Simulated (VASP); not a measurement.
These are PBEsol GGA, VASP's PBE PAW potentials (set 64) (plane waves; VASP) values and carry that method's errors.

Input for VASP

### KPOINTS
```
Regular mesh
0
gamma
 7 7 7
0 0 0
```

**POSCAR**
```
Mg2TeS
1
    2.1290652787     1.2292163736     7.0180726634
   -2.1290652787     1.2292163736     7.0180726634
    0.0000000000    -2.4584327474     7.0180726634
Mg Te S
2 1 1
Direct
  0.9904514467   0.9904514467   0.9904514467
  0.5104676509   0.5104676509   0.5104676509
  0.1225114990   0.1225114990   0.1225114990
  0.6265424035   0.6265424035   0.6265424035
```

INCAR:
```
ALGO = Normal
EDIFF = 1E-7
ENCUT = 400
GGA = PS
ISIF = 2
ISMEAR = -5
LASPH = .TRUE.
LCHARG = .TRUE.
LEFG = .TRUE.
LMAXMIX = 4
LORBIT = 11
LREAL = .FALSE.
LWAVE = .FALSE.
NEDOS = 601
NELM = 100
PREC = Accurate
SYSTEM = Mg2TeS
```

POTCAR, in this order: Mg Te S (PBE.64 set). Program: vasp_std.

Output

**OSZICAR**
```
       N       E                     dE             d eps       ncg     rms          rms(c)
DAV:   1     0.553858072511E+02    0.55386E+02   -0.49050E+03  1056   0.823E+02
DAV:   2    -0.112804779944E+02   -0.66666E+02   -0.62132E+02  1568   0.140E+02
DAV:   3    -0.162383088790E+02   -0.49578E+01   -0.49401E+01  1356   0.446E+01
DAV:   4    -0.163176786505E+02   -0.79370E-01   -0.79345E-01  1324   0.706E+00
DAV:   5    -0.163191096707E+02   -0.14310E-02   -0.14310E-02  1372   0.927E-01    0.472E+00
DAV:   6    -0.156482255797E+02    0.67088E+00   -0.12766E+00  1128   0.579E+00    0.343E+00
DAV:   7    -0.155657672049E+02    0.82458E-01   -0.30695E-01  1288   0.291E+00    0.205E+00
DAV:   8    -0.155625243075E+02    0.32429E-02   -0.29477E-02  1536   0.138E+00    0.386E-01
DAV:   9    -0.155625172287E+02    0.70789E-05   -0.51278E-03  1216   0.530E-01    0.225E-01
DAV:  10    -0.155625606850E+02   -0.43456E-04   -0.58743E-04  1384   0.146E-01    0.140E-01
DAV:  11    -0.155626290878E+02   -0.68403E-04   -0.32371E-04  1252   0.104E-01    0.597E-02
DAV:  12    -0.155626415201E+02   -0.12432E-04   -0.44096E-05  1356   0.418E-02    0.381E-02
DAV:  13    -0.155626356782E+02    0.58419E-05   -0.36493E-05  1668   0.421E-02    0.757E-03
DAV:  14    -0.155626362693E+02   -0.59115E-06   -0.78335E-06  1212   0.173E-02    0.400E-03
DAV:  15    -0.155626363123E+02   -0.42987E-07   -0.17474E-07  1016   0.319E-03
   1 F= -.15562636E+02 E0= -.15562636E+02  d E =0.000000E+00
```

File OUTCAR:
```
------------------------ aborting loop because EDIFF is reached ----------------------------------------
  FORCE on cell =-STRESS in cart. coord.  units (eV):
  Direction    XX          YY          ZZ          XY          YZ          ZX
  --------------------------------------------------------------------------------------
  Total       -0.0081308     -0.0081308      0.0029955      0.0000000     -0.0000000      0.0000000
  in kB       -0.1182116     -0.1182116      0.0435504      0.0000000     -0.0000000      0.0000000
  external PRESSURE =      -0.0642909 kB  Pullay stress =       0.0000000 kB
  volume of cell :      110.20
      direct lattice vectors                 reciprocal lattice vectors
     2.129065279  1.229216374  7.018072663     0.234844842  0.135587737  0.047496421
    -2.129065279  1.229216374  7.018072663    -0.234844842  0.135587737  0.047496421
     0.000000000 -2.458432747  7.018072663     0.000000000 -0.271175474  0.047496421
 POSITION                                       TOTAL-FORCE (eV/Angst)
 -----------------------------------------------------------------------------------
      0.00000     -0.00000     20.85318         0.000000      0.000000     -0.000719
      0.00000     -0.00000     10.74750         0.000000     -0.000000      0.013898
      0.00000     -0.00000      2.57938         0.000000      0.000000     -0.012219
      0.00000     -0.00000     13.19136         0.000000      0.000000     -0.000960
 -----------------------------------------------------------------------------------
    total drift:                               -0.000000     -0.000001     -0.000811
  FREE ENERGIE OF THE ION-ELECTRON SYSTEM (eV)
  ---------------------------------------------------
  free  energy   TOTEN  =       -15.5626363123 eV

  energy  without entropy=      -15.5626363123  energy(sigma->0) =      -15.56263631

 total charge

# of ion       s       p       d       tot
------------------------------------------
    1        0.156   0.122   0.028   0.306
    2        0.179   0.151   0.032   0.362
    3        1.339   2.186   0.012   3.537
    4        1.308   2.438   0.000   3.746
--------------------------------------------------
tot          2.982   4.897   0.072   7.951
```
(Selected blocks of OUTCAR.)

The structure comes from a computed database's Mg2TeS entry (R3m); how it stands against other phases isn't given here. It was relaxed first.
